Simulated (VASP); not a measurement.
# RuSe (F-43m) in VASP: further runs, part 2 of 2

VASP 6.6.1. The steps go on from the part before.

## 5. Single point, r2SCAN+U, collinear spin, antiferromagnetic start

This run uses another cell than the first one: it holds 4 atoms, not 2.

File INCAR:

```
SYSTEM = RuSe
  ALGO = Normal
  EDIFF = 1E-6
  ENCUT = 520
  ISIF = 2
  ISMEAR = 0
  ISPIN = 2
  LASPH = .TRUE.
  LCHARG = .TRUE.
  LDAU = .TRUE.
  LDAUJ = 0 0
  LDAUL = 2 -1
  LDAUPRINT = 1
  LDAUTYPE = 2
  LDAUU = 5 0
  LELF = .TRUE.
  LMAXMIX = 4
  LMIXTAU = .TRUE.
  LORBIT = 11
  LREAL = .FALSE.
  LVHAR = .TRUE.
  LWAVE = .FALSE.
  MAGMOM = 1 -1 0 0
  METAGGA = R2SCAN
  NELM = 60
  PREC = Accurate
  SIGMA = 0.05
```

File KPOINTS:

```
k-points
0
G
  6 6 6
  0 0 0
```

File POSCAR:

```
RuSe
1.0
    2.9063344000      2.9063344000      5.8126688000
    2.9063344000     -2.9063344000      0.0000000000
    2.9063344000      2.9063344000      0.0000000000
Ru Se
2 2
Direct
    0.0000000000      0.0000000000      0.0000000000
    0.5000000000      0.5000000000      0.0000000000
    0.2500000000      0.0000000000      0.2500000000
    0.7500000000      0.5000000000      0.2500000000
```

Potentials or basis: VASP PAW PBE potentials, release 64 (Ru_pv, Se).

Launch:

```console
$ cat potpaw_PBE.64/Ru_pv/POTCAR potpaw_PBE.64/Se/POTCAR > POTCAR
$ mpirun -np 1 vasp_std > vasp.out
```

OUTCAR:

```text
SYSTEM = RuSe
   EDIFF = 1E-6
   ENCUT = 520
   ISIF = 2
   ISMEAR = 0
   ISPIN = 2
   LASPH = .TRUE.
   LORBIT = 11
   LREAL = .FALSE.
   METAGGA = R2SCAN
   NELM = 60
   PREC = Accurate

 ion  position               nearest neighbor table
   1  0.000  0.000  0.000-   3 2.52   4 2.52   3 2.52   4 2.52
   2  0.500  0.500  0.000-   4 2.52   4 2.52   3 2.52   3 2.52
   3  0.250  0.000  0.250-   1 2.52   1 2.52   2 2.52   2 2.52
   4  0.750  0.500  0.250-   2 2.52   1 2.52   2 2.52   1 2.52

  LATTYP: Found a simple tetragonal cell.
 ALAT       =     4.1101775253
 C/A-ratio  =     1.4142135624

  Lattice vectors:

 A1 = (   2.9063344000,  -2.9063344000,   0.0000000000)
 A2 = (   2.9063344000,   2.9063344000,   0.0000000000)
 A3 = (   0.0000000000,   0.0000000000,   5.8126688000)

Analysis of symmetry for initial positions (statically):
=====================================================================
 Subroutine PRICEL returns following result:

  LATTYP: Found a face centered cubic cell.
 ALAT       =     5.8126688000
[... 12 lines left out ...]
 Subroutine GETGRP returns: Found  8 space group operations
 (whereof  8 operations were pure point group operations)
 out of a pool of 16 trial point group operations.

The static configuration has the point symmetry D_2d.

Analysis of symmetry for dynamics (positions and initial velocities):
=====================================================================
 Subroutine PRICEL returns following result:

  LATTYP: Found a face centered cubic cell.
 ALAT       =     5.8126688000
[... 12 lines left out ...]
 Subroutine GETGRP returns: Found  8 space group operations
 (whereof  8 operations were pure point group operations)
 out of a pool of 16 trial point group operations.

The dynamic configuration has the point symmetry D_2d.
[... 231 lines left out ...]
  o =  0.8960  v =  0.0000  0.0000  0.0000  0.0000  0.0000  1.0000  0.0000  0.0000  0.0000  0.0000      0.0000  0.0000  0.0000  0.0000  0.0000  0.0000  0.0000  0.0000  0.0000  0.0000
  o =  0.8987  v =  0.0000  0.0000  0.0000  0.0000  0.0000  0.0000 -0.0000 -0.0000 -0.0000 -1.0000      0.0000  0.0000  0.0000  0.0000  0.0000  0.0000  0.0000  0.0000  0.0000  0.0000

 number of electron      40.0000008 magnetization      -0.0000000

 Free energy of the ion-electron system (eV)
  ---------------------------------------------------
  ext. energy  EPLUGINS =         0.00000000
  ---------------------------------------------------
  free energy    TOTEN  =       -70.62882844 eV

  energy without entropy =      -70.62882844  energy(sigma->0) =      -70.62882844

 E-fermi :   4.5530     XC(G=0): -10.2286

 val. band max:        4.1899659173   @ k =   0.5000   0.0000   0.0000
 cond. band min:       5.7895133322   @ k =   0.1667   0.3333   0.3333
 fundamental gap:      1.5995474149
 Fermi energy:         4.5530292043

 spin component 1

 k-point     1 :       0.0000    0.0000    0.0000
  band No.  band energies     occupation
      1     -41.5582      1.00000
      2     -41.5582      1.00000
      3     -40.5629      1.00000
      4     -38.0760      1.00000
      5     -38.0760      1.00000
      6     -37.8392      1.00000
[... 1289 lines left out ...]
     23       7.2699      0.00000
     24       7.8113      0.00000

 [... further k-points ...]
[... 5 lines left out ...]
  --------------------------------------------------------------------------------------
  -------------------------------------------------------------------------------------
  Total        5.4030135      5.4030135      4.3247437      0.0000000      0.0000000     -0.0000000
  in kB       88.1555984     88.1555984     70.5625416      0.0000000      0.0000000     -0.0000000
  external PRESSURE =      82.2912461 kB  Pullay stress =       0.0000000 kB

 VOLUME and BASIS-vectors are now :
 -----------------------------------------------------------------------------
  energy-cutoff  :      520.00
  volume of cell :       98.20
      direct lattice vectors                 reciprocal lattice vectors
     2.906334400  2.906334400  5.812668800     0.000000000  0.000000000  0.172038015
     2.906334400 -2.906334400  0.000000000     0.172038015 -0.172038015  0.000000000
     2.906334400  2.906334400  0.000000000     0.172038015  0.172038015 -0.172038015

 POSITION                                       TOTAL-FORCE (eV/Angst)
 -----------------------------------------------------------------------------------
      0.00000      0.00000      0.00000        -0.000000     -0.000000      0.000000
      2.90633      0.00000      2.90633        -0.000000      0.000000      0.000000
      1.45317      1.45317      1.45317         0.000000     -0.000000      0.000000
      4.35950      1.45317      4.35950         0.000000     -0.000000      0.000000
 -----------------------------------------------------------------------------------
    total drift:                                0.000108      0.000108     -0.000068

  FREE ENERGIE OF THE ION-ELECTRON SYSTEM (eV)
  ---------------------------------------------------
  free  energy   TOTEN  =       -70.6288284420 eV

  energy  without entropy=      -70.6288284420  energy(sigma->0) =      -70.62882844

 total charge

# of ion       s       p       d       tot
------------------------------------------
    1        0.293   6.178   5.869  12.341
    2        0.293   6.178   5.869  12.341
    3        1.433   2.511   0.055   3.999
    4        1.433   2.511   0.055   3.999
--------------------------------------------------
tot          3.453  17.377  11.850  32.680

 magnetization (x)

# of ion       s       p       d       tot
------------------------------------------
    1        0.014   0.038   3.020   3.072
    2       -0.014  -0.038  -3.020  -3.072
    3        0.000   0.000   0.000   0.000
    4        0.000   0.000   0.000   0.000
--------------------------------------------------
tot          0.000   0.000   0.000   0.000
```

stdout:

```text
POSCAR found type information on POSCAR RuSe
 POSCAR found :  2 types and       4 ions
 scaLAPACK will be used
 -----------------------------------------------------------------------------
|                                                                             |
|                                                                             |
|     You enforced a specific xc type in the INCAR file but a different       |
|     I HOPE YOU KNOW WHAT YOU ARE DOING!                                     |
|                                                                             |
 -----------------------------------------------------------------------------

 LDA part: xc-table for (None), standard interpolation
 POSCAR, INCAR and KPOINTS ok, starting setup
 FFT: planning ... GRIDC
 FFT: planning ... GRID_SOFT
 FFT: planning ... GRID
 WAVECAR not read
 entering main loop
```

Wall time 12 min (1 thread of AMD EPYC 9R45 (Zen 5), shared host); peak memory 0.35 GiB.

The run converged, but a check on its numbers failed (symmetry, net force, bounds or a known fault of this set-up), so they aren't taken as properties of the crystal.

Caveat: the result breaks the symmetry of the cell; the PAW data sets were made with another functional, which shifts forces and pressure a little.

## 6. Single point, r2SCAN+U, collinear spin, ferrimagnetic start

This run uses another cell than the first one: it holds 4 atoms, not 2.

File INCAR:

```
SYSTEM = RuSe
PREC = Accurate
ENCUT = 520
EDIFF = 1E-6
ISMEAR = 0
SIGMA = 0.05
LREAL = .False.
LASPH = .True.
NELM = 100
ALGO = Normal
ISIF = 2
LWAVE = .False.
LCHARG = .False.
ISPIN = 2
MAGMOM = 1 -0.5 0 0
LORBIT = 11
LMAXMIX = 4
LDAU = .True.
LDAUTYPE = 2
LDAUL = 2 -1
LDAUU = 5 0
LDAUJ = 0 0
LDAUPRINT = 1
METAGGA = R2SCAN
LMIXTAU = .True.
```

File KPOINTS:

```
regular mesh
0
Gamma
  6 6 6
  0 0 0
```

POSCAR is that of step 5.

Potentials or basis: VASP PAW PBE potentials, release 64 (Ru_pv, Se).

Launch:

```console
$ cat potpaw_PBE.64/Ru_pv/POTCAR potpaw_PBE.64/Se/POTCAR > POTCAR
$ mpirun -np 1 vasp_std > vasp.out
```

Wall time 12 min (1 thread of AMD EPYC 9R45 (Zen 5), shared host); peak memory 0.35 GiB.

The run converged, but a check on its numbers failed (symmetry, net force, bounds or a known fault of this set-up), so they aren't taken as properties of the crystal.

Caveat: the result breaks the symmetry of the cell; the PAW data sets were made with another functional, which shifts forces and pressure a little.

## 7. Summary

| spin | U | fixed moment (μB) | gap on the mesh (eV) | pressure (GPa) | moment (μB) |
| --- | --- | --- | --- | --- | --- |
| collinear, random start | Ru d U = 3 eV | - | none | -1.3 | 2.00 |
| collinear, ferromagnetic start | Ru d U = 3 eV | 0 | - | -13.9 | 0.00 |
| collinear, ferromagnetic start | Ru d U = 5 eV | - | none | 2.1 | 2.00 |

Alike in all rows: task single point; level r2SCAN+U; potentials or basis VASP PAW PBE potentials, release 64 (Ru_pv, Se); cell as given; k mesh 6 × 6 × 6; cutoff (eV) 520; smearing gaussian 0.05 eV.

Caveats: the PAW data sets were made with another functional, which shifts forces and pressure a little; the total moment is fixed, so each spin has its own Fermi level (some runs).

Absolute energies hang on the potentials; compare differences alone.
